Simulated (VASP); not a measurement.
Input:

```xyz
2
Lattice="0.0000 2.8806 2.8806 2.8806 0.0000 2.8806 2.8806 2.8806 0.0000" Properties=species:S:1:pos:R:3 pbc="T T T"
Cd     0.0000     0.0000     0.0000
S      1.4403     1.4403     1.4403
```

The numbers are results of LDA (Ceperley-Alder, Perdew-Zunger), VASP's LDA PAW potentials (set 64) (plane waves; VASP 6.6.1), not measurements. Numerical set-up: 400 eV cut-off, 14×14×14 Γ-centred mesh, Gaussian smearing of 0.010 eV, potentials Cd S.

Give the electronic dielectric tensor ε∞ (DFPT, local fields included).

```
6.61  0.00  0.00
0.00  6.61  0.00
0.00  0.00  6.61
```

Give the Born effective charges.

```tsv
atom	Z*xx	Z*yy	Z*zz	mean
Cd1	2.14	2.14	2.14	2.14
S2	-2.14	-2.14	-2.14	-2.14
```

And the static tensor with the ions free?

```
9.69  0.00  0.00
0.00  9.69  0.00
0.00  0.00  9.69
```

Which frequencies do the optical Γ-point modes have (no LO-TO splitting)?

248 (×3) cm⁻¹.

The piezoelectric tensor e of the same run, ions relaxed (C/m²):

|  | xx | yy | zz | yz | xz | xy |
|---|---|---|---|---|---|---|
| x | 0.00 | 0.00 | 0.00 | 0.32 | 0.00 | 0.00 |
| y | 0.00 | 0.00 | 0.00 | 0.00 | 0.32 | 0.00 |
| z | 0.00 | 0.00 | 0.00 | 0.00 | 0.00 | 0.32 |

The compound is CdS in the zinc blende structure, a metastable form; wurtzite is the usual one. It was relaxed first.
